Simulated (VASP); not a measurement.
Data:

```xyz
8
Lattice="-0.0018 5.7661 5.7746 5.7661 -0.0018 5.7746 2.8822 2.8822 0.0000" Properties=species:S:1:pos:R:3 pbc="T T T"
In     5.7643     5.7643    11.5404
In     5.7693     8.6415     8.6629
In     8.6415     5.7693     8.6629
P      1.4411     1.4411     1.4439
P      4.2616     1.5027     4.3940
P      1.5027     4.2616     4.3940
P      4.3232     4.3232     7.1010
Ga     2.8822     2.8822     5.7721
```

The numbers are results of PBEsol GGA, VASP's PBE PAW potentials (set 64) (plane waves; VASP), not measurements. Settings: 400 eV cut-off, Gaussian smearing of 0.050 eV, potentials In_d P Ga_d.

Unless said otherwise, spin-orbit coupling is left out, though it shifts the bands of the heavy elements here.

Problem. What does the run give for the band gap (along the path) with the smallest direct gap where there is one?

Solution. 
| Item | Value |
|---|---|
| band gap (along the path) | 0.54 eV |
| smallest direct gap (along the path) | 0.54 eV |

The absolute energy has meaning only against runs of the same code, potentials and settings.

The structure was generated: GaIn3P4 was put into an ordered model structure (Amm2), which need not be its known phase. It was relaxed first.
